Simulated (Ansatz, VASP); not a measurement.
# Ge (Germanium): VASP beside Ansatz

Aim: how closely do two programs agree when they are given the same cell, functional and k mesh? The cell is taken from a series of runs on this material, whose earlier steps may have relaxed, scaled, displaced or heated it; both programs get it as it stands.

Main program and level: Ansatz 0.2.0; plane waves, with VASP 6.6.1 beside it; zone-centre phonons at PBEsol.

### 1. The starting structure

The structure is orthorhombic, space group Imma (No. 74). Conventional cell: a = 4.013 Å, b = 4.053 Å, c = 5.654 Å, α = 90.00°, β = 90.00°, γ = 90.00°. Nearest to Ge lie 4 Ge at 2.46 to 2.47 Å.

### 2. Ansatz: zone-centre phonons, PBEsol

Ansatz runs on its PAW soft_1 files.

Second derivatives magnify differences that forces hide, and they need a tight electronic threshold.

input.yaml

```yaml
crystal:
  lattice:
    - [0.0142369896, 2.8519129305, 2.8267866859]
    - [2.8519129305, 0.0142369896, 2.8267866859]
    - [2.8661499201, 2.8661499201, 0.0]
  atoms:
    - { symbol: Ge, position: [0.5006157963, 0.5006157963, 0.4993215895] }
    - { symbol: Ge, position: [0.7493842037, 0.7493842037, 0.7506784105] }
kpoints:
  mp_grid: { grid: [12, 12, 12], shift: [0.5, 0.5, 0.5] }
hamiltonian:
  xc: pbesol
  pseudopotentials: { kind: paw, azcp: { folder: soft_1 }, xc_functional: pbe }
scf:
  occupations: { method: gaussian, width: 0.015 }
output:
  eigenvalues: true
phonons:
  method: dfpt
```

Launch:

```console
$ ansatz run input.yaml --threads 4 --pin off --max-ram 10240MiB --backend cpu --events-out ev --progress --plain --runs-dir out
```

Numbers of over 12 decimals in the logs are rounded to 6 here.

Output:

```text
Engine: ansatz 0.2.0, aarch64-unknown-linux-gnu
Pseudopotentials: kind: paw
Pseudopotential: Ge, paw, valence charge 14, recommended cutoff 420 eV (normal), soft_1/Ge.paw.azcp
Functional definition: PBEsol
  exchange = pbesol_x
  correlation = pbesol_c
Crystal: 2 atoms, lattice volume = 45.982 Å³
Basis set: ecut = 420 eV, 901 PW (Γ), exchange–correlation on 64×64×64 points (8 copies of the dense FFT grid, shifted against one another)
Bands: 18, of which v1, the nominal top of the filled ones, is band 14 counted from 1 (13 counted from 0)
Symmetry: 4 space group operations
k-points: 864 of 1728 (irreducible under 1 space group operation, time reversal used)
Non-local potential: Ge, projectors of the file, l = 0: 2, l = 1: 2, l = 2: 3, l = 3: 1
PAW form: soft (Blöchl's): semilocal exchange-correlation on the pseudo side does not see the compensation charge
PAW frozen core: Ge, regenerated for the run's functional, and the local potential with it (the file was generated under x = pbe(κ = 0.804, μ = 0.219515), c = pbe(β = 0.066725))
PAW one-centre angular grid: Ge, 590 points (default); XC on 64 Gauss nodes
Initial density: superposition of atomic densities (chi_scale 0.1, normalization cell)
Initial wavefunctions: pseudopotential atomic-orbital guess
Functional: x = pbesol(κ = 0.804, μ = 0.123457), c = pbesol(β = 0.046)
SCF iter   1: F=—  HF=-8507.074321 eV  |F-HF|=—  |Δ(HF+E_count)|=         —  Δρ=3.46e-2  dr2=4.37e-1  ethr=3.10e-3  ⟨swp⟩=6.0  Hψ=71686  notcnv=0
preconditioner: auto → none  [insulator: Δε(μ)=0.247 eV  Ē_g=23.217 eV  σ=0.015 eV  W_gap=1.00  n_scr=14 (ndim 8)  ℏωp=29.0 eV  f_vac=0.000  D(μ)=0.00/eV (n_scr^D=0)  ε∞_Penn≈2.6]
SCF iter   2: F=—  HF=-8507.012461 eV  |F-HF|=—  |Δ(HF+E_count)|=   6.19e-2  Δρ=1.66e-2  dr2=8.34e-2  ethr=1.56e-3  ⟨swp⟩=2.0  Hψ=25518  notcnv=0
SCF iter   3: F=—  HF=-8507.005751 eV  |F-HF|=—  |Δ(HF+E_count)|=   6.71e-3  Δρ=1.50e-3  dr2=2.72e-4  ethr=2.98e-4  ⟨swp⟩=2.7  Hψ=21705  notcnv=0
SCF iter   4: F=—  HF=-8507.005924 eV  |F-HF|=—  |Δ(HF+E_count)|=   1.73e-4  Δρ=1.51e-4  dr2=9.08e-6  ethr=9.70e-7  ⟨swp⟩=2.0  Hψ=26765  notcnv=0
SCF iter   5: F=—  HF=-8507.005915 eV  |F-HF|=—  |Δ(HF+E_count)|=   8.66e-6  Δρ=1.37e-4  dr2=6.13e-6  ethr=3.24e-8  ⟨swp⟩=2.0  Hψ=27648  notcnv=0
SCF iter   6: F=—  HF=-8507.005907 eV  |F-HF|=—  |Δ(HF+E_count)|=   8.15e-6  Δρ=6.11e-5  dr2=1.29e-6  ethr=2.19e-8  ⟨swp⟩=2.0  Hψ=26164  notcnv=0
SCF iter   7: F=—  HF=-8507.005905 eV  |F-HF|=—  |Δ(HF+E_count)|=   1.66e-6  Δρ=1.60e-5  dr2=7.85e-8  ethr=4.59e-9  ⟨swp⟩=2.0  Hψ=27648  notcnv=0
SCF iter   8: F=—  HF=-8507.005905 eV  |F-HF|=—  |Δ(HF+E_count)|=   1.11e-7  Δρ=1.83e-6  dr2=1.06e-9  ethr=2.80e-10  ⟨swp⟩=2.0  Hψ=27648  notcnv=0
SCF iter   9: F=-8507.005905 eV  HF=-8507.005905 eV  |F-HF|=7.28e-12  |Δ(HF+E_count)|=   1.41e-9  Δρ=1.03e-7  dr2=2.66e-12  ethr=1.00e-12  ⟨swp⟩=4.2  Hψ=83106  notcnv=0
SCF 1 converged in 9 iterations: F = -8507.005905 eV  dr2 = 2.66e-12
  greatest PAW one-centre occupation: 0.998 electrons in one spin orbital (limit 2), on the Ge atom at site 1 (counted from 0), in its partial waves of l = 2
DFPT response loops at Γ: preconditioner auto → none (the input reference at scf.mixing.eps_inf says where Resta's filter doesn't serve); β = 0.50; Broyden in place of MSR1
SCF converged after 9 iterations
Free energy (F): -8507.005905 eV
Harris-Foulkes:  -8507.005905 eV  (|F-HF|=7.28e-12)
Internal energy: -8507.005905 eV  (E = F + TS)
E sigma→0 (E₀):  -8507.005905 eV
Fermi energy:    8.259890 eV
--- Per-component energies (eV) ---
  E_band       = -308.634191
  E_kinetic    = 185.430162
  E_local      = -4526.153433  (includes V_loc(G=0)·N_el)
  E_nonlocal   = 438.638175
  E_hartree    = 2153.357407
  E_xc         = -142.057515
  E_vxc        = -130.148091  (∫ρ·V_xc dr)
  E_paw        = -3944.662508  (= ΣΔE_a)
  E_vpaw       = -583.115705  (= ΣTr[D̂ρ^β])
  E_aug_tail   = 0.000031  (compensation charges beyond the density's cutoff)
  E_ewald      = -2673.394101
  E_core_change = 1.835876  (= ΣΔE_core)
  E_smearing   = -0.000000  (= −TS)
  E_closure    = -0.000000  (closes the sum)
  Σ components = -8507.005905   (vs F -8507.005905, Δ=0.00e0)
--- Band table (eV; the first three rows and the last of 864) ---
  k-point 0: bands = [... 10 lower, -4.4478, 7.3740, 8.1713, 8.1791, 8.7233, 10.7561, 10.7739, 10.8494]
  k-point 1: bands = [... 10 lower, -4.3381, 6.2088, 7.7110, 8.1007, 9.3311, 10.9658, 11.0001, 11.4106]
  k-point 2: bands = [... 10 lower, -4.0667, 4.6903, 7.2689, 7.7814, 9.2882, 11.3695, 11.5950, 12.5226]
  k-point 863: bands = [... 10 lower, -2.3750, 0.6717, 6.5147, 6.7848, 8.4904, 11.7942, 11.9965, 15.2347]
--- Phonons (Γ-DFPT): 2 representative perturbations + reference, on 864 of 1728 k-points (Σ response iterations 6) ---
  k mesh reduced under 1 symmetry operation, with k and −k counted as one. Each operation leaves every solved perturbation unchanged. A smaller set is not used because it would not reduce the number of displacements times k-points to solve
  ASR residual: 3.122e-5 → 0.000e0 eV/Å²; symmetrization residual: 3.016e-6 eV/Å²
  ASR residual per site (eV/Å²): 3.12e-5 3.12e-5
  Γ frequencies (cm⁻¹): 0.00 0.00 0.00 285.34 286.40 288.22
  non-analytic LO–TO correction: not included (Born effective charges unavailable; polar crystals: no LO–TO splitting at Γ)
```

(Part 1 of 3 ends here.)

[Lines on the potential files, build, host, timing and source positions are cut from VASP's logs without a mark.]

[Logs are printed without paths, hosts, clocks, repeated set-up lines and the standing remarks that a program may print on its own settings, such as how far it seeks lower states.]

[Hosts, paths, dates, database ids (printed as entryN), source tags and the programs' standing remarks are cut or masked in the printed files.]
